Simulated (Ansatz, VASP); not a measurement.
# La2SnO: VASP beside Ansatz

```
La Sn O
1.0
     3.77901    0.00000    0.00000
    -1.88950    3.27272    0.00000
     0.00000    0.00000   15.98906
La Sn O
4 2 2
Direct
  0.66667 0.33333 0.41214
  0.33333 0.66667 0.58786
  0.33333 0.66667 0.91214
  0.66667 0.33333 0.08786
  0.66667 0.33333 0.75000
  0.33333 0.66667 0.25000
  0.00000 0.00000 0.00000
  0.00000 0.00000 0.50000
```

Change from the starting cell: species swapped into the Ti2InN type (P6_3/mmc, No. 194).

Alike in both runs: functional PBE; k mesh 6 × 6 × 1; occupations gaussian, width 0.1 eV; no spin polarisation.

Ansatz relaxed the structure, and its values are those at the end. VASP's run is a single point on that final structure, the one shown.

|  | VASP | Ansatz |
| --- | --- | --- |
| version | VASP 6.6.1 | Ansatz 0.2.0 |
| potentials or method | VASP PAW PBE potentials, release 64 (La, Sn_d, O) | scalar-relativistic, plane waves, PAW |
| plane-wave cutoff (eV) | 520 | 420 |
| valence electrons in the cell | 84 | 84 |

|  | VASP | Ansatz | Ansatz less VASP |
| --- | --- | --- | --- |
| gap on the k mesh at the Fermi level (eV) | none | none | - |
| pressure (GPa) | 0.1 | 0.3 | +0.16 |

A gap of «none» marks a metal or a gap that the smearing closes.

Caveats: the k mesh is coarse (spacing up to 0.39 Å⁻¹), so the values aren't converged. Spin-orbit coupling is left out, which matters for the levels of La.
